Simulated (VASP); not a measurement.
```yaml
crystal:
  lattice:
    - [0.00000, 3.00000, 3.00000]
    - [3.00000, 0.00000, 3.00000]
    - [3.00000, 3.00000, 0.00000]
  atoms:
    - { symbol: Al, position: [0.25000, 0.25000, 0.25000] }
    - { symbol: Al, position: [0.75000, 0.75000, 0.75000] }
    - { symbol: Au, position: [0.00000, 0.00000, 0.00000] }
```

Computed with MS2 meta-GGA, VASP's PBE PAW potentials (set 64) (plane waves; VASP). Settings: 520 eV cut-off, 9×9×9 Γ-centred mesh, first-order Methfessel-Paxton smearing of 0.10 eV, potentials Al Au.

Unless said otherwise, spin-orbit coupling is left out, though it shifts the bands of the heavy elements here.

Problem. What does the run give for the energy per atom (σ→0), band gap (on the k-mesh) with the smallest direct gap where there is one?

Solution. 
| Quantity | Value |
|---|---|
| band gap (on the k-mesh) | none (metal, semimetal or under 0.01 eV) |
| energy per atom (σ→0) | -0.384 eV/atom |

Total energies compare only between runs with the same potentials, cut-off and functional.

The compound is AuAl2 in the fluorite structure. The cell was not relaxed at this level. The electron count is odd and the run is not spin-polarised, which forces a metal.
